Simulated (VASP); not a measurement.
Input for VASP

INCAR:
```
AGGAC = 0.0
ALGO = Normal
EDIFF = 1E-7
ENCUT = 520
GGA = BO
ISIF = 2
ISMEAR = -5
ISPIN = 2
LASPH = .TRUE.
LCHARG = .TRUE.
LMAXMIX = 4
LORBIT = 11
LREAL = .FALSE.
LUSE_VDW = .TRUE.
LWAVE = .FALSE.
MAGMOM = 0.7 -0.7
NEDOS = 601
NELM = 100
PARAM1 = 0.1833333333
PARAM2 = 0.22
PREC = Accurate
SYSTEM = Cr
```

KPOINTS:
```
kpoints
0
Gamma
 14 14 14
```

POSCAR:
```
Cr
1.0
  2.8451768376   0.0000000000   0.0000000000
  0.0000000000   2.8451768376   0.0000000000
  0.0000000000   0.0000000000   2.8451768376
Cr
2
Cart
  0.0000000000   0.0000000000   0.0000000000
  1.4225884188   1.4225884188   1.4225884188
```

POTCAR, in this order: Cr_pv (PBE.64 set). Program: vasp_std.

### Question
Translate this optB88-vdW calculation to Quantum ESPRESSO's pw.x.

### Answer
One equivalent input (not run):
```
&CONTROL
  calculation = 'scf'
  pseudo_dir = './pseudo'
  outdir = './out'
  tprnfor = .true.
  tstress = .true.
/
&SYSTEM
  ibrav = 0
  nat = 2
  ntyp = 2
  ecutwfc = 94
  occupations = 'tetrahedra'
  input_dft = 'vdw-df-obk8'
  nspin = 2
  starting_magnetization(1) = 0.07
  starting_magnetization(2) = -0.07
/
&ELECTRONS
  conv_thr = 7.3e-09
  electron_maxstep = 100
/
ATOMIC_SPECIES
  Cr1 51.996 Cr.upf
  Cr2 51.996 Cr.upf
CELL_PARAMETERS angstrom
     2.8451768   -0.0000000    0.0000000
     0.0000000    2.8451768   -0.0000000
     0.0000000   -0.0000000    2.8451768
ATOMIC_POSITIONS crystal
  Cr1  0.0000000  0.0000000  0.0000000
  Cr2  0.5000000  0.5000000  0.5000000
K_POINTS automatic
  14 14 14 0 0 0
```
The two are equivalent in intent, not identical: the potentials are each code's own (VASP's PAW set, PseudoDojo norm-conserving files in pw.x), so ENCUT and ecutwfc are chosen apart and not converted; conv_thr bounds pw.x's estimated SCF error, while EDIFF bounds the energy change between steps; starting_magnetization is a fraction of the valence charge and MAGMOM a moment in μB, so they match only roughly.

The compound is Cr in the bcc, AFM order structure. It was relaxed first.
